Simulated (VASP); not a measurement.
The system is Al2InN3.

```
Al In N
1.0
     5.07000   -2.92500    0.00000
     5.07000    2.92500    0.00000
     0.00000    0.00000    5.42000
Al In N
4 2 6
Direct
  0.16660 0.50000 0.50000
  0.50000 0.83340 0.50000
  0.83340 0.50000 0.00000
  0.50000 0.16660 0.00000
  0.83330 0.16670 0.50000
  0.16670 0.83330 0.00000
  0.83340 0.50000 0.38000
  0.50000 0.16660 0.38000
  0.16670 0.83330 0.38000
  0.83330 0.16670 0.88000
  0.16660 0.50000 0.88000
  0.50000 0.83340 0.88000
```

The cell was built by a generator and needn't be a form met in nature.

- Program: VASP 6.6.1
- Task: relaxation of cell and atoms
- Functional: PBE
- Potentials or basis: VASP PAW PBE potentials, release 64 (Al, In_d, N)
- Cutoff: 520 eV
- k mesh: 3 × 3 × 3
- Occupations: gaussian, width 0.15 eV
- Spin: no spin polarisation

At the start: pressure -8.2 GPa; volume 13.40 Å³/atom.

How do energy, volume and symmetry change on relaxing?

Over 10 steps the energy falls by 252.8 meV/atom and the volume is 12.15 Å³/atom (-9.3 %); space group Cmc2_1 (No. 36, to 0.05 Å).

The path:
```
step  energy change (eV)  largest force (eV/Å)  pressure (GPa)  volume (Å³)
   1              0.0000                3.8914           -8.15       160.75
   2             -2.6935                1.2006            1.75       145.41
   3             -2.7793                1.0093            4.83       142.34
   4             -3.0046                0.1712           -1.97       148.29
   5             -3.0130                0.2505           -1.59       147.39
   6             -3.0132                0.2564           -1.47       147.28
   7             -3.0304                0.0999            0.56       145.51
   8             -3.0306                0.0982            0.14       145.76
   9             -3.0306                0.0890            0.14       145.71
  10             -3.0331                0.0399            0.12       145.75
```

Final structure:
```yaml
crystal:
  lattice:
    - [4.90948, -2.82701, 0.00000]
    - [4.90948, 2.82701, 0.00000]
    - [0.00000, 0.00000, 5.25056]
  atoms:
    - { symbol: Al, position: [0.16581, 0.49053, 0.50081] }
    - { symbol: Al, position: [0.50947, 0.83419, 0.50081] }
    - { symbol: Al, position: [0.83419, 0.50947, 0.00081] }
    - { symbol: Al, position: [0.49053, 0.16581, 0.00081] }
    - { symbol: In, position: [0.82361, 0.17639, 0.49558] }
    - { symbol: In, position: [0.17639, 0.82361, 0.99558] }
    - { symbol: N, position: [0.83425, 0.53657, 0.36429] }
    - { symbol: N, position: [0.46343, 0.16575, 0.36429] }
    - { symbol: N, position: [0.20325, 0.79675, 0.41424] }
    - { symbol: N, position: [0.79675, 0.20325, 0.91424] }
    - { symbol: N, position: [0.16575, 0.46343, 0.86429] }
    - { symbol: N, position: [0.53657, 0.83425, 0.86429] }
```
